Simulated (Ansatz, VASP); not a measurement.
# Si2Ni (Si2Ni (Fm-3m)) in two plane-wave programs, part 2 of 2

Aim: how closely do two programs agree when they are given the same cell, functional and k mesh? The cell is taken from a series of runs on this material, whose earlier steps may have relaxed, scaled, displaced or heated it; both programs get it as it stands.

VASP 6.6.1 and Ansatz 0.2.0.

So far: The starting structure; VASP: relaxation of cell and atoms, r2SCAN.

## Step 3: Ansatz: relaxation of cell and atoms, r2SCAN

Level of this step: Ansatz beside VASP: Kohn-Sham DFT, plane waves, r2SCAN (Ansatz).

Ansatz runs on its PAW soft_1 files.

The same cell, functional, mesh and smearing now go to Ansatz.

File input.yaml:

```yaml
crystal:
  lattice:
    - [0.0, 2.693155, 2.693155]
    - [2.693155, 0.0, 2.693155]
    - [2.693155, 2.693155, 0.0]
  atoms:
    - { symbol: Si, position: [0.25, 0.25, 0.25] }
    - { symbol: Si, position: [0.75, 0.75, 0.75] }
    - { symbol: Ni, position: [0.0, 0.0, 0.0] }
basis:
  ecutwfc: 500
  xc_grid: 2
hamiltonian:
  xc: r2scan
  pseudopotentials: { kind: paw, azcp: { folder: soft_1 } }
kpoints:
  mp_grid: { grid: [12, 12, 12] }
scf:
  occupations: { method: fermi_dirac, width: 0.05 }
  max_iter: 150
output:
  forces: true
  stress: true
relax:
  f_tol: 0.01
  max_steps: 60
  cell: {}
checkpoint:
  write: "../r2scan.run"
  compress: false
  write_wavefunctions: false
  write_every: 100000
```

Command:

```bash
$ ansatz run input.yaml --threads 4 --pin off --max-ram 6594MiB --backend cpu --events-out ev --progress --plain --runs-dir out
```

Numbers of over 12 decimals in the logs are rounded to 6 here.

What it wrote:

```text
Engine: ansatz 0.2.0, x86_64-unknown-linux-gnu
Pseudopotentials: kind: paw
Pseudopotential: Si, paw, valence charge 4, recommended cutoff 500 eV (meta_gga), soft_1/Si.paw.azcp
Pseudopotential: Ni, paw, valence charge 18, recommended cutoff 500 eV (meta_gga), soft_1/Ni.paw.azcp
Functional definition: r2SCAN
  parameter k0 = 0.174
  parameter k1 = 0.065
  parameter a1 = 4.9479
  exchange = r2scan_x(k0 = k0, k1 = k1, a1 = a1)
  correlation = r2scan_c
Crystal: 3 atoms, lattice volume = 39.067 Å³
Basis set: ecut = 500 eV, 965 PW (Γ), exchange–correlation on 60×60×60 points (8 copies of the dense FFT grid, shifted against one another)
Bands: 17, of which v1, the nominal top of the filled ones, is band 13 counted from 1 (12 counted from 0)
Symmetry: 48 space group operations
Space group: Fm-3m (ITA 225), of the structure as read, at distance tolerance 3.4e-5 Å
k-points: 72 of 1728
Non-local potential: Si, projectors of the file, l = 0: 2, l = 1: 2, l = 2: 1
Non-local potential: Ni, projectors of the file, l = 0: 3, l = 1: 2, l = 2: 3, l = 3: 1
PAW form: soft (Blöchl's): semilocal exchange-correlation on the pseudo side does not see the compensation charge
PAW frozen core: Si, regenerated for the run's functional (the file was generated under x = pbe(κ = 0.804, μ = 0.219515), c = pbe(β = 0.066725))
PAW frozen core: Ni, regenerated for the run's functional (the file was generated under x = pbe(κ = 0.804, μ = 0.219515), c = pbe(β = 0.066725))
PAW one-centre angular grid: Si, 302 points (default); XC on 160 Gauss nodes
PAW one-centre angular grid: Ni, 590 points (default); XC on 160 Gauss nodes
Initial density: superposition of atomic densities (chi_scale 0.1, normalization cell, long waves kept (reshape's long-wave potential 0.00 eV rms))
Initial wavefunctions: pseudopotential atomic-orbital guess
Functional: x = r2scan, c = r2scan; τ floored in thin density (d = 2e-4 eV/Å³)
SCF iter   1: F=—  HF=-7125.220643 eV  |F-HF|=—  |Δ(HF+E_count)|=         —  Δρ=1.13e-1  dr2=5.56e0  dr2_τ=1.44e-1  ethr=3.10e-3  ⟨swp⟩=6.0  Hψ=6730  notcnv=0
preconditioner: auto → Kerker (q_TF=auto, 2.549 Å⁻¹)  [metal: Δε(μ)=0.083 eV  Ē_g=9.545 eV  σ=0.050 eV  W_gap=0.38  n_scr=14 (ndim 8)  ℏωp=25.2 eV  f_vac=0.000  D(μ)=0.52/eV (n_scr^D=0)]
SCF iter   2: F=—  HF=-7125.044562 eV  |F-HF|=—  |Δ(HF+E_count)|=   1.76e-1  Δρ=1.45e-1  dr2=4.05e0  dr2_τ=1.68e-2  ethr=3.10e-3  ⟨swp⟩=3.3  Hψ=3320  notcnv=0  defer=1
SCF iter   3: F=—  HF=-7124.561269 eV  |F-HF|=—  |Δ(HF+E_count)|=   4.83e-1  Δρ=3.43e-2  dr2=7.67e-1  dr2_τ=1.11e-2  ethr=3.10e-3  ⟨swp⟩=2.6  Hψ=3026  notcnv=0
SCF iter   4: F=—  HF=-7124.474962 eV  |F-HF|=—  |Δ(HF+E_count)|=   8.63e-2  Δρ=3.29e-2  dr2=2.31e-1  dr2_τ=1.66e-3  ethr=2.95e-3  ⟨swp⟩=2.3  Hψ=2063  notcnv=0  defer=2
SCF iter   5: F=—  HF=-7124.470240 eV  |F-HF|=—  |Δ(HF+E_count)|=   4.72e-3  Δρ=1.02e-2  dr2=4.44e-2  dr2_τ=5.11e-4  ethr=8.89e-4  ⟨swp⟩=2.6  Hψ=2304  notcnv=0  defer=2
SCF iter   6: F=—  HF=-7124.467280 eV  |F-HF|=—  |Δ(HF+E_count)|=   2.96e-3  Δρ=9.71e-3  dr2=2.71e-2  dr2_τ=1.37e-4  ethr=1.71e-4  ⟨swp⟩=2.0  Hψ=1810  notcnv=0  defer=2
SCF iter   7: F=—  HF=-7124.465592 eV  |F-HF|=—  |Δ(HF+E_count)|=   1.69e-3  Δρ=5.52e-4  dr2=1.91e-4  dr2_τ=9.11e-6  ethr=1.04e-4  ⟨swp⟩=2.1  Hψ=1519  notcnv=0  defer=2
SCF iter   8: F=—  HF=-7124.465582 eV  |F-HF|=—  |Δ(HF+E_count)|=   9.83e-6  Δρ=1.58e-4  dr2=8.27e-6  dr2_τ=2.47e-8  ethr=7.36e-7  ⟨swp⟩=2.2  Hψ=1859  notcnv=0  defer=2
SCF iter   9: F=—  HF=-7124.465577 eV  |F-HF|=—  |Δ(HF+E_count)|=   5.23e-6  Δρ=2.97e-5  dr2=2.45e-7  dr2_τ=2.60e-9  ethr=3.18e-8  ⟨swp⟩=2.1  Hψ=1639  notcnv=0  defer=2
SCF iter  10: F=-7124.465577 eV  HF=-7124.465577 eV  |F-HF|=1.11e-10  |Δ(HF+E_count)|=   5.23e-8  Δρ=2.94e-6  dr2=3.33e-9  dr2_τ=5.71e-11  ethr=3.85e-10  ⟨swp⟩=4.4  Hψ=4316  notcnv=0
SCF 1 converged in 10 iterations: F = -7124.465577 eV  dr2 = 3.33e-9
  greatest PAW one-centre occupation: 1.001 electrons in one spin orbital (limit 2), on the Ni atom at site 2 (counted from 0), in its partial waves of l = 0
relax step   1: F+E_penalty+E_count = -7124.46557732 eV  Δ(F+E_penalty+E_count) = +0.000e0 eV  max|allowed force component| = 2.467e-17 eV/Å  Δτ_max = 0.0000 Å  P = +0.029 GPa  Ω = 39.067 Å³  (10 SCF iters, dr2 threshold 1.00e-7 eV, accepted)
Initial density: handed on by an earlier stage of this run
Initial wavefunctions: pseudopotential atomic-orbital guess (no wavefunctions were taken with the density)
iter 1 solved again at ethr=6.05e-7 eV; its pass at ethr=3.10e-3 eV (dr2=1.57e-4 eV) is discarded
SCF iter   1: F=—  HF=-7124.465562 eV  |F-HF|=—  |Δ(HF+E_count)|=         —  Δρ=2.65e-6  dr2=2.64e-9  dr2_τ=5.23e-11  ethr=6.05e-7  ⟨swp⟩=2.8  Hψ=9735  notcnv=0
eigensolver tolerance schedule: the retry pair's looser diagonalisation over-reported the residual by 59587.56 of it (diagonalisation noise at an unbounded share of the residual, at the tolerance the schedule requests for it); recorded, not acted on — ethr = c·dr2/N_el stays at c = 1.0e-1
preconditioner: auto → Kerker (q_TF=auto, 2.549 Å⁻¹)  [metal: Δε(μ)=0.063 eV  Ē_g=8.846 eV  σ=0.050 eV  W_gap=0.30  n_scr=14 (ndim 8)  ℏωp=25.2 eV  f_vac=0.002  D(μ)=0.70/eV (n_scr^D=0)]
SCF iter   2: F=—  HF=-7124.465577 eV  |F-HF|=—  |Δ(HF+E_count)|=   1.53e-5  Δρ=2.16e-6  dr2=1.81e-9  dr2_τ=1.39e-11  ethr=1.01e-11  ⟨swp⟩=3.2  Hψ=3054  notcnv=0
SCF iter   3: F=—  HF=-7124.465577 eV  |F-HF|=—  |Δ(HF+E_count)|=   1.31e-9  Δρ=5.61e-6  dr2=7.52e-9  dr2_τ=2.45e-11  ethr=6.96e-12  ⟨swp⟩=2.3  Hψ=2001  notcnv=0  recentre
SCF iter   4: F=—  HF=-7124.465577 eV  |F-HF|=—  |Δ(HF+E_count)|=  7.18e-10  Δρ=2.11e-6  dr2=1.14e-9  dr2_τ=1.14e-11  ethr=6.96e-12  ⟨swp⟩=2.1  Hψ=1692  notcnv=0
SCF iter   5: F=—  HF=-7124.465577 eV  |F-HF|=—  |Δ(HF+E_count)|=  5.09e-11  Δρ=1.09e-6  dr2=3.02e-10  dr2_τ=3.10e-12  ethr=4.40e-12  ⟨swp⟩=1.0  Hψ=1224  notcnv=0
SCF iter   6: F=-7124.465577 eV  HF=-7124.465577 eV  |F-HF|=1.82e-12  |Δ(HF+E_count)|=  3.64e-11  Δρ=6.78e-8  dr2=2.39e-12  dr2_τ=7.88e-14  ethr=1.00e-12  ⟨swp⟩=4.9  Hψ=6082  notcnv=0
SCF 2 converged in 6 iterations: F = -7124.465577 eV  dr2 = 2.39e-12
relax step   2: F+E_penalty+E_count = -7124.46557732 eV  Δ(F+E_penalty+E_count) = -9.986e-10 eV  max|allowed force component| = 5.860e-17 eV/Å  Δτ_max = 0.0000 Å  P = +0.029 GPa  Ω = 39.067 Å³  stress off target by 2.91e-2 GPa  SCF on the basis re-selected at this cell (its energy is not comparable with the rows above)  (6 SCF iters)
basis re-selected at this cell: Δ(F+E_penalty+E_count) = -9.986e-10 eV, ΔP = +0.000 GPa vs the last step (what re-selecting the basis moved, of the pressure what is left beyond the Pulay correction that the steps carried, after the strain that the cell walked since its last selection, with what the two solves' SCF thresholds leave and, on support functions, any second-order correction that the steps lacked; it is no  [...]
SCF converged after 6 iterations
Free energy (F): -7124.465577 eV
Harris-Foulkes:  -7124.465577 eV  (|F-HF|=1.82e-12)
Internal energy: -7124.459722 eV  (E = F + TS)
E sigma→0 (E₀):  -7124.462649 eV
Entropy (-TS):   -0.005856 eV (-1.952 meV/atom)
Fermi energy:    13.449596 eV
--- Per-component energies (eV) ---
  E_band       = -368.851668
  E_kinetic    = 429.733443
  E_local      = -4196.961796  (includes V_loc(G=0)·N_el)
  E_nonlocal   = -76.338546
  E_hartree    = 2178.022808
  E_xc         = -218.489924
  E_vxc        = -269.527665  (∫ρ·V_xc dr)
  E_paw        = -2702.883751  (= ΣΔE_a)
  E_vpaw       = -627.554422  (= ΣTr[D̂ρ^β])
  E_aug_tail   = 0.000544  (compensation charges beyond the density's cutoff)
  E_vtau       = 15.751171  (kinetic-family band-sum trace: ∫τ·v_τ [+ j·A + Jᵃ·Aᵃ] dr)
  E_ewald      = -2537.089567
  E_core_change = -0.452934  (= ΣΔE_core)
  E_smearing   = -0.005856  (= −TS)
  E_closure    = -0.000000  (closes the sum)
  Σ components = -7124.465577   (vs F -7124.465577, Δ=0.00e0)
--- Forces (eV/Å), atoms counted from 1 ---
  atom   1  Si    -0.00000000     0.00000000     0.00000000
  atom   2  Si    -0.00000000    -0.00000000     0.00000000
  atom   3  Ni    -0.00000000    -0.00000000    -0.00000000
  max |Σ_I F_I| component: 1.02e-16 eV/Å
--- Stress (GPa, compression-positive) ---
        0.029130      -0.000000      -0.000000
        0.000000       0.029130       0.000000
       -0.000000      -0.000000       0.029130
  P = ⅓ Tr σ = 0.0291 GPa (0.291 kbar)
--- Relaxed structure (1 steps of the walk, 1 accepted, 1 SCFs on fresh bases) ---
  F+E_penalty+E_count = -7124.46557732 eV   max|allowed force component| = 5.860e-17 eV/Å   (the final SCF, on the basis selected at the relaxed cell)
  cell:  # Å, volume = 39.0674 Å³
    - [0.0, 2.693155, 2.693155]
    - [2.693155, 0.0, 2.693155]
    - [2.693155, 2.693155, 0.0]
  atoms:
    - { symbol: Si, position: [0.250000, 0.250000, 0.250000] }
    - { symbol: Si, position: [0.750000, 0.750000, 0.750000] }
    - { symbol: Ni, position: [0.0, 0.0, 0.0] }
```

## Step 4: Side by side

Known differences besides the potentials themselves: VASP keeps PBE cores, Ansatz makes them for the functional; the data sets hold 26 valence electrons in Ansatz (on its PAW soft_1 files) and 18 in VASP; the cutoff is 500 eV in Ansatz and 660 eV in VASP; Ansatz adds a Pulay correction to the stress that steers its cell, VASP none. Total energies have different zeros and are not compared.

Compared:

```
                                         quantity  Ansatz   VASP  difference
                                      volume (Å³)   39.07  38.97     +0.25 %
edge a after relaxation, in the typed setting (Å)   3.809  3.805     +0.08 %
```

## Step 5: What came out

```
difference in volume (relaxation of cell and atoms, r2SCAN) : 0.25 %
```

The difference in volume is 0.25 % (relaxation of cell and atoms, r2SCAN), within the 1.2 % picked in this series as the mark of a large difference, as far as the stopping tolerances let one tell. The data sets hold unlike numbers of valence electrons (26 in Ansatz and 18 in VASP), so part of the differences comes from the potentials. How closely two codes agree says nothing of how well the functional describes the real material.

[Lines on the potential files, build, host, timing and source positions are cut from VASP's logs without a mark.]

[Logs are printed without paths, hosts, clocks, repeated set-up lines and the standing remarks that a program may print on its own settings, such as how far it seeks lower states.]

[Hosts, paths, dates, database ids (printed as entryN), source tags and the programs' standing remarks are cut or masked in the printed files.]
